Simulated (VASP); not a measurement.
# Sn3Bi (Fm-3m) in VASP: notebook

Runs on Sn3Bi. Level: LDA. Tasks: single point.

Program: VASP 6.6.1. These are calculated values, not measurements. Logs are shortened: lines on timing, memory, paths and dates and some standing lists are left out, and cuts for length are marked.

## 1. The structure

The structure is cubic, space group Fm-3m (No. 225). Conventional cell: a = 7.698 Å, b = 7.698 Å, c = 7.698 Å, α = 90.00°, β = 90.00°, γ = 90.00°. Sn (site symmetry m-3m) has 8 Sn at 3.33 Å as nearest neighbours. Around Sn (site symmetry -43m) lie 4 Sn at 3.33 Å and 4 Bi at 3.33 Å. Bi (site symmetry m-3m) is surrounded by 8 Sn at 3.33 Å.

The cell comes from a database or a generator and needn't be the stable form of this composition.

## 2. Single point, LDA

File INCAR:

```
SYSTEM = Sn3Bi
ALGO = Normal ; EDIFF = 1E-7
ENCUT = 520 ; GGA = CA
ISIF = 2 ; ISMEAR = -1
LASPH = .True. ; LCHARG = .False.
LREAL = .False. ; LWAVE = .False.
NBANDS = 36 ; NELM = 100
PREC = Accurate ; SIGMA = 0.025
```

File KPOINTS:

```
k-points
0
Gamma
  6 6 6
  0 0 0
```

File POSCAR:

```
Sn3Bi
1.0
    0.0000000000      3.8490170000      3.8490170000
    3.8490170000      0.0000000000      3.8490170000
    3.8490170000      3.8490170000      0.0000000000
Sn Bi
3 1
Direct
    0.0000000000      0.0000000000      0.0000000000
    0.2500000000      0.2500000000      0.2500000000
    0.7500000000      0.7500000000      0.7500000000
    0.5000000000      0.5000000000      0.5000000000
```

Potentials or basis: VASP PAW LDA potentials, release 64 (Sn_d, Bi_d).

On the command line:

```console
$ cat potpaw_LDA.64/Sn_d/POTCAR potpaw_LDA.64/Bi_d/POTCAR > POTCAR
$ mpirun -np 1 vasp_std > vasp.out
```

OUTCAR:

```text
SYSTEM = Sn3Bi
   EDIFF = 1E-7
   ENCUT = 520
   GGA = CA
   ISIF = 2
   ISMEAR = -1
   LASPH = .True.
   LREAL = .False.
   NELM = 100
   PREC = Accurate

 ion  position               nearest neighbor table
   1  0.000  0.000  0.000-   3 3.33   3 3.33   3 3.33   2 3.33   3 3.33   2 3.33   2 3.33   2 3.33

   2  0.250  0.250  0.250-   1 3.33   1 3.33   1 3.33   1 3.33   4 3.33   4 3.33   4 3.33   4 3.33

   3  0.750  0.750  0.750-   4 3.33   4 3.33   4 3.33   1 3.33   4 3.33   1 3.33   1 3.33   1 3.33

   4  0.500  0.500  0.500-   2 3.33   2 3.33   2 3.33   2 3.33   3 3.33   3 3.33   3 3.33   3 3.33

  LATTYP: Found a face centered cubic cell.
 ALAT       =     7.6980340000

  Lattice vectors:

 A1 = (   0.0000000000,   3.8490170000,   3.8490170000)
 A2 = (   3.8490170000,   0.0000000000,   3.8490170000)
 A3 = (   3.8490170000,   3.8490170000,   0.0000000000)

Analysis of symmetry for initial positions (statically):
=====================================================================
 Subroutine PRICEL returns:
 Original cell was already a primitive cell.

 Routine SETGRP: Setting up the symmetry group for a
 face centered cubic supercell.

 Subroutine GETGRP returns: Found 48 space group operations
 (whereof 48 operations were pure point group operations)
 out of a pool of 48 trial point group operations.

The static configuration has the point symmetry O_h .

Analysis of symmetry for dynamics (positions and initial velocities):
=====================================================================
 Subroutine PRICEL returns:
 Original cell was already a primitive cell.

 Routine SETGRP: Setting up the symmetry group for a
 face centered cubic supercell.

 Subroutine GETGRP returns: Found 48 space group operations
 (whereof 48 operations were pure point group operations)
 out of a pool of 48 trial point group operations.

The dynamic configuration has the point symmetry O_h .

 Subroutine INISYM returns: Found 48 space group operations
 (whereof 48 operations are pure point group operations),
 and found     1 'primitive' translations

----------------------------------------------------------------------------------------

                                     Primitive cell

  volume of cell :     114.0458

  direct lattice vectors                    reciprocal lattice vectors
     0.000000000  3.849017000  3.849017000    -0.129903297  0.129903297  0.129903297
     3.849017000  0.000000000  3.849017000     0.129903297 -0.129903297  0.129903297
     3.849017000  3.849017000  0.000000000     0.129903297  0.129903297 -0.129903297

  length of vectors
     5.443332043  5.443332043  5.443332043     0.224999111  0.224999111  0.224999111

  position of ions in fractional coordinates (direct lattice)
     0.000000000  0.000000000  0.000000000
     0.250000000  0.250000000  0.250000000
     0.750000000  0.750000000  0.750000000
     0.500000000  0.500000000  0.500000000

  ion indices of the primitive-cell ions
   primitive index   ion index
                 1           1
                 2           2
                 3           3
                 4           4

----------------------------------------------------------------------------------------

 KPOINTS: k-points

Automatic generation of k-mesh.
 Grid dimensions read from file:
 generate k-points for:    6    6    6

 Generating k-lattice:

  Cartesian coordinates                     Fractional coordinates (reciprocal lattice)
    -0.021650550  0.021650550  0.021650550     0.166666667  0.000000000  0.000000000
     0.021650550 -0.021650550  0.021650550     0.000000000  0.166666667  0.000000000
     0.021650550  0.021650550 -0.021650550     0.000000000  0.000000000  0.166666667

  Length of vectors
     0.037499852  0.037499852  0.037499852

  Shift w.r.t. Gamma in fractional coordinates (k-lattice)
     0.000000000  0.000000000  0.000000000

 Subroutine IBZKPT returns following result:
 ===========================================

 Found     16 irreducible k-points:

 Following reciprocal coordinates:
            Coordinates               Weight
  0.000000  0.000000  0.000000      1.000000
  0.166667  0.000000  0.000000      8.000000
  0.333333  0.000000  0.000000      8.000000
  0.500000  0.000000  0.000000      4.000000
  0.166667  0.166667  0.000000      6.000000
  0.333333  0.166667  0.000000     24.000000
[... 8 lines left out ...]
 -0.333333  0.333333  0.166667     24.000000
 -0.333333  0.500000  0.166667     12.000000
   k-points           NKPTS =     16   k-points in BZ     NKDIM =     16   number of bands    NBANDS=     36
   number of dos      NEDOS =    301   number of ions     NIONS =      4
   total plane-waves  NPLWV =  64000
   dimension x,y,z NGX =    40 NGY =   40 NGZ =   40
   dimension x,y,z NGXF=    80 NGYF=   80 NGZF=   80
   ions per type =               3   1
   NGX,Y,Z   is equivalent  to a cutoff of  12.22, 12.22, 12.22 a.u.
   NGXF,Y,Z  is equivalent  to a cutoff of  24.43, 24.43, 24.43 a.u.
 SYSTEM =  Sn3Bi
   PREC   = accura    normal or accurate (medium, high low for compatibility)
   ISTART =      0    job   : 0-new  1-cont  2-samecut
   ICHARG =      2    charge: 1-file 2-atom 10-const
   ISPIN  =      1    spin polarized calculation?
   LNONCOLLINEAR =      F non collinear calculations
   LSORBIT =      F    spin-orbit coupling
   LASPH  =      T    aspherical Exc in radial PAW
   ENCUT  =  520.0 eV  38.22 Ry    6.18 a.u.  10.12 10.12 10.12*2*pi/ulx,y,z
   NELM   =    100;   NELMIN=  2; NELMDL= -5     # of ELM steps
   EDIFF  = 0.1E-06   stopping-criterion for ELM
   LREAL  =      F    real-space projection
   EDIFFG = 0.1E-05   stopping-criterion for IOM
   NSW    =      0    number of steps for IOM
   IBRION =     -1    ionic relax: 0-MD 1-quasi-New 2-CG
   NFREE  =      0    steps in history (QN), initial steepest desc. (CG)
   ISIF   =      2    stress and relaxation
   ISYM   =      2    0-nonsym 1-usesym 2-fastsym
   POTIM  = 0.5000    time-step for ionic-motion
   TEBEG  =    0.0;   TEEND  =   0.0 temperature during run
   PSTRESS=    0.0 pullay stress
   NELECT =      57.0000    total number of electrons
   NUPDOWN=      -1.0000    fix difference up-down
   EMIN   =  10.00;   EMAX   =-10.00  energy-range for DOS
   EFERMI =   0.00;   METHOD = LEGACY
   ISMEAR =    -1;   SIGMA  =   0.03  broadening in eV -4-tet -1-fermi 0-gaus
   EFERMI_NEDOS =   21; number of points for ismear=-14 and -15
   IALGO  =     38    algorithm
   IMIX   =      4    mixing-type and parameters
     AMIX     =   0.40;   BMIX     =  1.00
     AMIX_MAG =   1.60;   BMIX_MAG =  1.00
  volume/ion in A,a.u.               =      28.51       192.40
  Fermi-wavevector in a.u.,A,eV,Ry     =   1.299192  2.455117 22.965266  1.687899
  Thomas-Fermi vector in A             =   2.430472
   LORBIT       =      0    0 simple, 1 ext, 2 COOP (PROOUT), +10 PAW based schemes
   GGA     = CA    functional components
   LHFCALC =     F    Hartree Fock is set to
   AEXX    =    0.0000 exact exchange contribution
   IVDW    =     0    specifies the selected vdW correction
   LEPSILON=     F    determine dielectric tensor
   LRPA    =     F    only Hartree local field effects (RPA)
 non-spin polarized calculation
  energy-cutoff  :      520.00
  volume of cell :      114.05
 maximum number of plane-waves:      3119
   NGX = 21   NGY = 21   NGZ = 21

 number of electron      56.9999977 magnetization

 Free energy of the ion-electron system (eV)
  ---------------------------------------------------
  ext. energy  EPLUGINS =         0.00000000
  ---------------------------------------------------
  free energy    TOTEN  =       -17.80684462 eV

  energy without entropy =      -17.80436998  energy(sigma->0) =      -17.80560730

 E-fermi :   7.8934     XC(G=0): -10.5262

 val. band max:        7.8514912786   @ k =   0.5000   0.0000   0.0000
 cond. band min:       7.9279625347   @ k =  -0.3333   0.3333   0.0000
 fundamental gap:      0.0764712560
 Fermi energy:         7.8933748180

 k-point     1 :       0.0000    0.0000    0.0000
  band No.  band energies     occupation
      1     -15.2469      2.00000
      2     -15.2469      2.00000
      3     -15.2469      2.00000
      4     -15.2343      2.00000
      5     -15.2343      2.00000
      6     -13.7887      2.00000
[... 28 lines left out ...]
     35      11.4973      0.00000
     36      14.6342      0.00000

 k-point     2 :       0.1667    0.0000    0.0000
  band No.  band energies     occupation
      1     -15.2470      2.00000
      2     -15.2470      2.00000
      3     -15.2468      2.00000
      4     -15.2338      2.00000
      5     -15.2338      2.00000
      6     -13.7915      2.00000
[... 28 lines left out ...]
     35      12.2808      0.00000
     36      12.9515      0.00000

 k-point     3 :       0.3333    0.0000    0.0000
  band No.  band energies     occupation
      1     -15.2472      2.00000
      2     -15.2472      2.00000
      3     -15.2464      2.00000
      4     -15.2328      2.00000
      5     -15.2328      2.00000
      6     -13.8009      2.00000
[... 28 lines left out ...]
     35      12.4770      0.00000
     36      12.4770      0.00000

 k-point     4 :       0.5000    0.0000    0.0000
  band No.  band energies     occupation
      1     -15.2474      2.00000
      2     -15.2474      2.00000
      3     -15.2462      2.00000
      4     -15.2323      2.00000
      5     -15.2323      2.00000
      6     -13.8052      2.00000
[... 28 lines left out ...]
     35      12.1179      0.00000
     36      12.6146      0.00000

 k-point     5 :       0.1667    0.1667    0.0000
  band No.  band energies     occupation
      1     -15.2470      2.00000
      2     -15.2470      2.00000
      3     -15.2467      2.00000
      4     -15.2337      2.00000
      5     -15.2336      2.00000
      6     -13.7974      2.00000
[... 343 lines left out ...]
 k-point    14 :       0.5000    0.3333    0.1667
  band No.  band energies     occupation
      1     -15.2474      2.00000
      2     -15.2471      2.00000
      3     -15.2466      2.00000
      4     -15.2329      2.00000
      5     -15.2321      2.00000
      6     -13.8038      2.00000
[... 28 lines left out ...]
     35      11.8528      0.00000
     36      12.6820      0.00000

 k-point    15 :      -0.3333    0.3333    0.1667
  band No.  band energies     occupation
      1     -15.2474      2.00000
      2     -15.2470      2.00000
      3     -15.2466      2.00000
      4     -15.2327      2.00000
      5     -15.2318      2.00000
      6     -13.8050      2.00000
[... 28 lines left out ...]
     35      12.4228      0.00000
     36      12.5672      0.00000

 k-point    16 :      -0.3333    0.5000    0.1667
  band No.  band energies     occupation
      1     -15.2474      2.00000
      2     -15.2471      2.00000
      3     -15.2465      2.00000
      4     -15.2330      2.00000
      5     -15.2316      2.00000
      6     -13.8063      2.00000
[... 28 lines left out ...]
     35      11.8488      0.00000
     36      11.9901      0.00000

------------------------ aborting loop because EDIFF is reached ----------------------------------------

  FORCE on cell =-STRESS in cart. coord.  units (eV):
  Direction    XX          YY          ZZ          XY          YZ          ZX
  --------------------------------------------------------------------------------------
  -------------------------------------------------------------------------------------
  Total       -2.6690752     -2.6690752     -2.6690752      0.0000000     -0.0000000      0.0000000
  in kB      -37.4966016    -37.4966016    -37.4966016      0.0000000     -0.0000000      0.0000000
  external PRESSURE =     -37.4966016 kB  Pullay stress =       0.0000000 kB

 VOLUME and BASIS-vectors are now :
 -----------------------------------------------------------------------------
  energy-cutoff  :      520.00
  volume of cell :      114.05
      direct lattice vectors                 reciprocal lattice vectors
     0.000000000  3.849017000  3.849017000    -0.129903297  0.129903297  0.129903297
     3.849017000  0.000000000  3.849017000     0.129903297 -0.129903297  0.129903297
     3.849017000  3.849017000  0.000000000     0.129903297  0.129903297 -0.129903297

 POSITION                                       TOTAL-FORCE (eV/Angst)
 -----------------------------------------------------------------------------------
      0.00000      0.00000      0.00000         0.000000      0.000000      0.000000
      1.92451      1.92451      1.92451         0.000000      0.000000      0.000000
      5.77353      5.77353      5.77353        -0.000000     -0.000000     -0.000000
      3.84902      3.84902      3.84902         0.000000      0.000000      0.000000
 -----------------------------------------------------------------------------------
    total drift:                               -0.000000      0.000000      0.000000

  FREE ENERGIE OF THE ION-ELECTRON SYSTEM (eV)
  ---------------------------------------------------
  free  energy   TOTEN  =       -17.8068446194 eV

  energy  without entropy=      -17.8043699772  energy(sigma->0) =      -17.80560730
```

Wall time 41 s (1 thread of Intel Xeon Platinum 8559C (Emerald Rapids), shared host); peak memory 0.22 GiB.

Results:

| Property | Result |
| --- | --- |
| Free energy | -17.8068 eV |
| Pressure | -3.7 GPa |
| Band gap on the k mesh | none (metal or under the smearing width) |

Caveat: spin-orbit coupling is left out, which moves the levels of the heavy elements.

## 3. Single point, LDA

File INCAR:

```
SYSTEM = Sn3Bi
PREC = Accurate ; ENCUT = 520
EDIFF = 1E-6 ; ISMEAR = -1
SIGMA = 0.1 ; LREAL = .FALSE.
LASPH = .TRUE. ; NELM = 100
ALGO = Fast ; ISIF = 2
LWAVE = .FALSE. ; LCHARG = .TRUE.
LELF = .TRUE. ; LVHAR = .TRUE.
NBANDS = 36
```

File KPOINTS:

```
regular mesh
0
G
  6 6 6
  0 0 0
```

POSCAR is that of step 2.

Potentials or basis: VASP PAW LDA potentials, release 64 (Sn_d, Bi_d).

On the command line:

```console
$ cat potpaw_LDA.64/Sn_d/POTCAR potpaw_LDA.64/Bi_d/POTCAR > POTCAR
$ mpirun -np 1 vasp_std > vasp.out
```

Run time: 46 s. Hardware: 1 thread of Intel Xeon Platinum 8559C (Emerald Rapids), shared host; peak memory 0.22 GiB.

The run converged. Its results:

```
Free energy            : -17.8267 eV
Pressure               : -3.8 GPa
Band gap on the k mesh : none (metal or under the smearing width)
```

Levels at points of the mesh, in eV from the Fermi level:
```tsv
k point	band 25	band 26	band 27	band 28	band 29	band 30	band 31	band 32	band 33	band 34
(0.00, 0.00, 0.00)	-2.20	-2.20	-2.20	-1.59	-1.59	-1.59	-0.89	-0.89	-0.89	3.68
(0.50, 0.00, 0.00)	-2.97	-2.97	-2.38	-2.38	-0.09	0.03	2.44	2.44	2.87	2.87
(0.50, 0.50, 0.00)	-4.73	-4.73	0.88	1.03	1.51	1.51	2.07	2.07	2.67	3.05
```

Caveat: spin-orbit coupling is left out, which moves the levels of the heavy elements.

(Part 1 of 2 ends here.)
